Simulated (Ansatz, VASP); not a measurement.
# H19C13O12 (amorphous polycarbonate of ethylene at 300 K) in two plane-wave programs

Wanted: the spread between two codes on one cell, functional and k mesh. The cell is taken from a series of runs on this material, whose earlier steps may have relaxed, scaled, displaced or heated it; both programs get it as it stands.

Method: plane waves, with VASP 6.6.1 beside it; single point at PBE with D3(BJ), in Ansatz 0.2.0.

**1. Set-up**

The cell holds 176 atoms: 52 C, 48 O and 76 H. Cell: a = 12.180 Å, b = 12.180 Å, c = 12.180 Å, α = 90.0°, β = 90.0°, γ = 90.0°. As first built, before any earlier steps moved the atoms (in the runner's words): 2 polycarbonate of ethylene chains of 8 units placed at random, at 1.35 g/cm^3; overlaps pushed apart, then 20 ps at 800 K with MMFF94 bonds, angles, torsions, charges and radii (Halgren, J. Comput. Chem. 17, 490 (1996)) in harmonic and 12-6 forms; charges of ions scaled by 0.8. Snapshot after 30 ps at 300 K and fixed volume.

**2. VASP: single point, PBE with D3(BJ)**

With cell and atoms fixed, the geometry can't cause a difference; cores, projectors, grids and the points listed under the comparison can.

Lines of VASP's logs that name or quote its potential files are left out, and so is its time.

INCAR reads:

```
SYSTEM = H19C13O12
PREC = Accurate
ENCUT = 600
EDIFF = 1E-06
NELM = 120
ISMEAR = 0
SIGMA = 0.01
LREAL = Auto
ALGO = Normal
GGA = PE
IVDW = 12
NBANDS = 409
LORBIT = 11
LWAVE = .FALSE.
LCHARG = .FALSE.
ISIF = 2
LASPH = .TRUE.
GGA_COMPAT = .FALSE.
EFERMI = MIDGAP
```

POSCAR reads:

```
H19C13O12
1.0
   12.1803200000      0.0000000000      0.0000000000
    0.0000000000     12.1803200000      0.0000000000
    0.0000000000      0.0000000000     12.1803200000
C O H
52 48 76
Direct
    0.5219600000      0.0610700000      0.4782000000
    0.6048600000      0.2231700000      0.5309100000
    0.6893300000      0.3912900000      0.5770400000
    0.8146800000      0.3626200000      0.5852600000
    0.8544600000      0.5022900000      0.7103400000
    0.9204400000      0.4251500000      0.8787600000
    0.9253900000      0.4714000000      0.9940800000
    0.7614200000      0.3778300000      0.0585300000
    0.5987200000      0.2941500000      0.1261700000
    0.5441000000      0.2320200000      0.0282400000
    0.6738800000      0.1758400000      0.8956800000
    0.8212000000      0.1205400000      0.7810900000
    0.9308800000      0.1066200000      0.8306100000
    0.1155900000      0.1053500000      0.7985600000
    0.2975600000      0.1039700000      0.7529500000
    0.3615400000      0.2083800000      0.7879100000
    0.4055100000      0.3827200000      0.7149800000
    0.3025500000      0.4230800000      0.5570900000
    0.1854600000      0.4305900000      0.6024900000
    0.1643000000      0.5677300000      0.7369800000
    0.1030600000      0.7059700000      0.8476200000
    0.1004000000      0.8284000000      0.8602800000
    0.1271600000      0.8588100000      0.0524600000
    0.3204100000      0.8448100000      0.1017100000
    0.3933200000      0.9452200000      0.0839600000
    0.4868300000      0.9405500000      0.1669900000
    0.3283100000      0.7975000000      0.6470100000
    0.4443100000      0.7308400000      0.5110600000
    0.5544300000      0.6659000000      0.3803400000
    0.6402200000      0.5799600000      0.3531500000
[... 140 atom lines left out ...]
    0.6053400000      0.8636700000      0.8853600000
    0.6991300000      0.6969400000      0.9487700000
    0.6497500000      0.6321000000      0.8185000000
    0.4601500000      0.6982200000      0.8838700000
    0.5178600000      0.5877500000      0.9646400000
    0.5267000000      0.7282400000      0.0091000000
```

KPOINTS reads:

```
Automatic mesh
0
Gamma
1 1 1
0 0 0
```

Potentials, in the order of the species: C, O and H (PBE family, release 64).

Command:

```bash
export OMP_NUM_THREADS=3
mpirun -np 1 vasp_gam
```

Numbers of over 12 decimals in the logs are rounded to 6 here.

What it wrote:

```text
[banner, memory and clock lines left out]
running    1 mpi-ranks, on    1 nodes
[...]
Offloading initialized ...    1 GPUs detected
[...]
LDA part: xc-table for (Slater+PW92), standard interpolation
 POSCAR, INCAR and KPOINTS ok, starting setup
[...]
entering main loop
       N       E                     dE             d eps       ncg     rms          rms(c)
DAV:   1     0.506861174965E+04    0.50686E+04   -0.34504E+05   834   0.149E+03
DAV:   2    -0.612052361542E+03   -0.56807E+04   -0.54010E+04  1027   0.343E+02
DAV:   3    -0.113368229573E+04   -0.52163E+03   -0.51675E+03  1004   0.108E+02
DAV:   4    -0.114521163741E+04   -0.11529E+02   -0.11478E+02  1012   0.172E+01
[...]
DAV:  18    -0.106536369521E+04    0.12697E-05   -0.34040E-05   996   0.120E-02    0.823E-03
DAV:  19    -0.106536369309E+04    0.21219E-05   -0.40886E-06   972   0.580E-03    0.358E-03
DAV:  20    -0.106536369227E+04    0.81976E-06   -0.24921E-06   748   0.379E-03
   1 F= -.10748576E+04 E0= -.10748576E+04  d E =0.000000E+00
```

Parts of OUTCAR (step 2):

```text
  FREE ENERGIE OF THE ION-ELECTRON SYSTEM (eV)
  ---------------------------------------------------
  free  energy   TOTEN  =     -1074.8576466030 eV

  energy  without entropy=    -1074.8576466030  energy(sigma->0) =    -1074.85764660
```

The run ends at a pressure of 0.86 GPa, with forces up to 3.6 eV/Å.

**3. Ansatz: single point, PBE with D3(BJ)**

Ansatz runs on its default PAW (the set named soft_2) files.

The same cell, functional and mesh now go to Ansatz, which takes its cutoff from its data sets.

input.yaml reads:

```yaml
crystal:
  lattice:
    - [12.18032, 0.0, 0.0]
    - [0.0, 12.18032, 0.0]
    - [0.0, 0.0, 12.18032]
  atoms:
    - { symbol: C, position: [0.52196, 0.06107, 0.4782] }
    - { symbol: O, position: [0.5348, 0.17675, 0.45479] }
    - { symbol: C, position: [0.60486, 0.22317, 0.53091] }
    - { symbol: O, position: [0.64068, 0.18387, 0.61617] }
    - { symbol: O, position: [0.64037, 0.32534, 0.49298] }
    - { symbol: C, position: [0.68933, 0.39129, 0.57704] }
    - { symbol: C, position: [0.81468, 0.36262, 0.58526] }
    - { symbol: O, position: [0.83915, 0.39239, 0.69246] }
    - { symbol: C, position: [0.85446, 0.50229, 0.71034] }
    - { symbol: O, position: [0.83378, 0.57447, 0.64673] }
    - { symbol: O, position: [0.88227, 0.51516, 0.81732] }
    - { symbol: C, position: [0.92044, 0.42515, 0.87876] }
    - { symbol: C, position: [0.92539, 0.4714, 0.99408] }
    - { symbol: O, position: [0.81574, 0.47773, 0.03919] }
    - { symbol: C, position: [0.76142, 0.37783, 0.05853] }
    - { symbol: O, position: [0.80286, 0.28843, 0.04104] }
    - { symbol: O, position: [0.65662, 0.39181, 0.0993] }
    - { symbol: C, position: [0.59872, 0.29415, 0.12617] }
    - { symbol: C, position: [0.5441, 0.23202, 0.02824] }
    - { symbol: O, position: [0.61382, 0.14636, 0.98954] }
    - { symbol: C, position: [0.67388, 0.17584, 0.89568] }
    - { symbol: O, position: [0.67658, 0.26848, 0.85495] }
    - { symbol: O, position: [0.74099, 0.09354, 0.86104] }
    - { symbol: C, position: [0.8212, 0.12054, 0.78109] }
    - { symbol: C, position: [0.93088, 0.10662, 0.83061] }
    - { symbol: O, position: [0.01484, 0.12939, 0.75771] }
    - { symbol: C, position: [0.11559, 0.10535, 0.79856] }
    - { symbol: O, position: [0.1407, 0.06912, 0.88882] }
    - { symbol: O, position: [0.19046, 0.12595, 0.71565] }
    - { symbol: C, position: [0.29756, 0.10397, 0.75295] }
[... 140 atom lines left out ...]
    - { symbol: H, position: [0.60534, 0.86367, 0.88536] }
    - { symbol: H, position: [0.69913, 0.69694, 0.94877] }
    - { symbol: H, position: [0.64975, 0.6321, 0.8185] }
    - { symbol: H, position: [0.46015, 0.69822, 0.88387] }
    - { symbol: H, position: [0.51786, 0.58775, 0.96464] }
    - { symbol: H, position: [0.5267, 0.72824, 0.0091] }
kpoints:
  mp_grid: { grid: [1, 1, 1] }
hamiltonian:
  xc: pbe
  dispersion: d3bj
scf:
  occupations: { method: fixed }
output:
  forces: true
  stress: true
  populations: true
  dos:
    method: { smearing: { sigma: 0.08 } }
    de: 0.1
    projected: { site_lists: { C: [C], H: [H], O: [O] } }
  eigenvalues: true
  write_density: true
  write_potential: true
  volumetric_format: npy
```

Command:

```bash
ansatz run input.yaml --threads 8 --pin off --max-ram 15872MiB --backend cpu --events-out ev --progress --plain --runs-dir out
```

What it wrote:

```text
Engine: ansatz 0.2.0, aarch64-unknown-linux-gnu
Pseudopotentials: kind: paw
Pseudopotential: C, paw, valence charge 4, recommended cutoff 420 eV (normal), C.paw.azcp
Pseudopotential: O, paw, valence charge 6, recommended cutoff 420 eV (normal), O.paw.azcp
Pseudopotential: H, paw, valence charge 1, recommended cutoff 420 eV (normal), H.paw.azcp
Functional definition: PBE
  parameter kappa = 0.804
  parameter beta = 0.066725
  exchange = pbe_x(kappa = kappa, mu = beta*pi^2/3)
  correlation = pbe_c(beta = beta)
Crystal: 176 atoms, lattice volume = 1807.075 Å³
Basis set: ecut = 420 eV, 35513 PW (Γ), exchange–correlation on 180×180×180 points (8 copies of the dense FFT grid, shifted against one another)
Bands: 462, of which v1, the nominal top of the filled ones, is band 286 counted from 1 (285 counted from 0)
Symmetry: 1 space group operations
Space group: P1 (ITA 1), of the structure as read, at distance tolerance 1.2e-4 Å
k-points: 1
Non-local potential: C, projectors of the file, l = 0: 2, l = 1: 2, l = 2: 1
Non-local potential: O, projectors of the file, l = 0: 2, l = 1: 2, l = 2: 1
Non-local potential: H, projectors of the file, l = 0: 2, l = 1: 1
PAW form: soft (Blöchl's): semilocal exchange-correlation on the pseudo side does not see the compensation charge
PAW one-centre angular grid: C, 110 points (default); XC on 64 Gauss nodes
PAW one-centre angular grid: O, 110 points (default); XC on 64 Gauss nodes
PAW one-centre angular grid: H, 110 points (default); XC on 64 Gauss nodes
Initial density: superposition of atomic densities (neutral atoms: chi_scale 0, normalization atom), corrected by the library's trained network
Initial wavefunctions: pseudopotential atomic-orbital guess
Functional: x = pbe(κ = 0.804, μ = 0.219515), c = pbe(β = 0.066725)
SCF iter   1: F=—  HF=-41474.108805 eV  |F-HF|=—  |Δ(HF+E_count)|=         —  Δρ=5.17e-3  dr2=5.35e-1  ethr=1.77e-3  ⟨swp⟩=5.0  Hψ=1587  notcnv=0  defer=172
preconditioner: auto → Resta (q_TF=auto, 2.252 Å⁻¹)  ε∞=2.5  [insulator: Δε(μ)=5.340 eV  Ē_g=17.116 eV  n_scr=364 (ndim 8)  ℏωp=20.9 eV  f_vac=0.245  ε∞_Penn≈2.5]
SCF iter   2: F=—  HF=-41474.018862 eV  |F-HF|=—  |Δ(HF+E_count)|=   8.99e-2  Δρ=2.60e-3  dr2=1.21e-1  ethr=9.35e-5  ⟨swp⟩=3.0  Hψ=820  notcnv=0  defer=174
SCF iter   3: F=—  HF=-41474.015515 eV  |F-HF|=—  |Δ(HF+E_count)|=   3.35e-3  Δρ=1.52e-3  dr2=4.54e-2  ethr=2.12e-5  ⟨swp⟩=3.0  Hψ=583  notcnv=0  defer=174
SCF iter   4: F=—  HF=-41474.008394 eV  |F-HF|=—  |Δ(HF+E_count)|=   7.12e-3  Δρ=4.68e-4  dr2=4.93e-3  ethr=7.93e-6  ⟨swp⟩=2.0  Hψ=571  notcnv=0  defer=174
SCF iter   5: F=—  HF=-41474.007900 eV  |F-HF|=—  |Δ(HF+E_count)|=   4.94e-4  Δρ=2.02e-4  dr2=8.44e-4  ethr=8.62e-7  ⟨swp⟩=2.0  Hψ=551  notcnv=0  defer=174
SCF iter   6: F=—  HF=-41474.007846 eV  |F-HF|=—  |Δ(HF+E_count)|=   5.40e-5  Δρ=1.04e-4  dr2=1.77e-4  ethr=1.48e-7  ⟨swp⟩=2.0  Hψ=580  notcnv=0  defer=174
SCF iter   7: F=—  HF=-41474.007830 eV  |F-HF|=—  |Δ(HF+E_count)|=   1.52e-5  Δρ=2.76e-5  dr2=1.20e-5  ethr=3.10e-8  ⟨swp⟩=2.0  Hψ=578  notcnv=0  defer=168
SCF iter   8: F=—  HF=-41474.011617 eV  |F-HF|=—  |Δ(HF+E_count)|=   3.79e-3  Δρ=1.78e-5  dr2=4.93e-6  ethr=2.09e-9  ⟨swp⟩=2.0  Hψ=745  notcnv=0  defer=169
SCF iter   9: F=—  HF=-41474.011616 eV  |F-HF|=—  |Δ(HF+E_count)|=   7.04e-7  Δρ=4.52e-6  dr2=3.32e-7  ethr=8.61e-10  ⟨swp⟩=2.0  Hψ=579  notcnv=0  defer=169
SCF iter  10: F=-41474.011616 eV  HF=-41474.011616 eV  |F-HF|=7.25e-9  |Δ(HF+E_count)|=   6.22e-8  Δρ=1.69e-6  dr2=4.88e-8  ethr=1.75e-11  ⟨swp⟩=20.0  Hψ=4214  notcnv=0
SCF 1 converged in 10 iterations: F = -41474.011616 eV  dr2 = 4.88e-8
  greatest PAW one-centre occupation: 0.880 electrons in one spin orbital (limit 2), on the O atom at site 109 (counted from 0), in its partial waves of l = 0
[...]
-0.376440      -0.463677      -0.141733
       -0.463676       0.566233       0.115916
       -0.141734       0.115916       1.330831
  P = ⅓ Tr σ = 0.5069 GPa (5.069 kbar)
--- Band table (eV) ---
  k-point 0: bands = [... 282 lower, -0.6941, -0.6535, -0.5655, -0.4922, 4.6326, 4.6771, 4.7914, 4.9190, ... 172 higher]
--- Löwdin populations: 176 sites ---
  site symbol       q [e]
     0      C      4.2217
     1      O      6.2727
     2      C      3.3178
     3      O      6.4181
     4      O      6.2966
     5      C      4.0826
     6      C      4.0569
     7      O      6.2804
     8      C      3.2989
     9      O      6.3995
    10      O      6.2741
    11      C      4.0629
    12      C      4.0520
    13      O      6.2726
    14      C      3.2967
    15      O      6.4268
    16      O      6.2599
    17      C      4.0783
    18      C      4.0659
    19      O      6.2836
    20      C      3.3065
    21      O      6.4126
    22      O      6.2642
    23      C      4.0503
[...]
168      H      0.7945
   169      H      0.7937
   170      H      0.8166
   171      H      0.8304
   172      H      0.8014
   173      H      0.8336
   174      H      0.7965
   175      H      0.8239
  spilling = 0.012701 (of n_electrons = 572.000000)
```

**4. Side by side**

Known differences besides the potentials themselves: fixed occupations in Ansatz, narrow Gaussian smearing in VASP; the cutoff is 420 eV in Ansatz and 600 eV in VASP (PREC = Accurate, projectors in real space). Total energies have different zeros and are not compared.

The two programs side by side:

| quantity | Ansatz | VASP | difference |
| --- | --- | --- | --- |
| pressure (GPa) | 0.51 | 0.86 | -0.36 |
| gap on the k mesh (eV) | 5.125 | 5.105 | +0.020 |

Forces on 10 of the 176 atoms, those with the largest forces and the largest differences (eV/Å; atoms numbered as in POSCAR):

| atom | Ansatz x, y, z | VASP x, y, z |
| --- | --- | --- |
| C4 | -3.041, 0.129, 0.072 | -3.071, 0.052, -0.060 |
| C23 | 0.714, 0.925, 2.946 | 0.751, 0.891, 2.767 |
| C35 | 3.002, 1.424, 1.028 | 3.049, 1.517, 1.126 |
| C37 | 0.087, -2.875, 0.530 | 0.380, -3.052, 0.710 |
| C47 | -1.878, 1.074, 2.908 | -1.915, 0.982, 2.914 |
| O57 | 0.392, 0.771, -0.328 | 0.282, 1.153, -0.671 |
| O80 | 2.129, 1.552, -2.390 | 2.111, 1.524, -2.498 |
| O87 | -1.007, 0.984, -0.703 | -1.443, 1.198, -0.953 |
| O96 | 0.593, -0.736, -0.038 | 1.001, -1.030, -0.095 |
| H166 | 0.984, -1.197, -2.641 | 0.984, -1.198, -2.646 |

The forces differ by 104 meV/Å r.m.s., which is 11.2 % of the r.m.s. force of 0.929 eV/Å (both taken over all components). A gap on the mesh is an upper bound, since the band edges may lie between its points.

**5. Summary of results**

* r.m.s. force difference (single point, PBE with D3(BJ)): 11 % of the r.m.s. force

**Reading.** The r.m.s. force difference is 11 % of the r.m.s. force (single point, PBE with D3(BJ)), beyond the 3 % picked in this series as the mark of a large difference. What causes the difference of the single point, PBE with D3(BJ) pair stays open here. How closely two codes agree says nothing of how well the functional describes the real material.

[Lines on the potential files, build, host, timing and source positions are cut from VASP's logs without a mark.]

[Logs are printed without paths, hosts, clocks, repeated set-up lines and the standing remarks that a program may print on its own settings, such as how far it seeks lower states.]

[Hosts, paths, dates, database ids (printed as entryN), source tags and the programs' standing remarks are cut or masked in the printed files.]

[The MMFF94 radii named for the starting cell were scaled by 0.96; in molecules described by MMFF94, hydrogen bound to N, O or S took a small fixed 12-6 site in their place.]
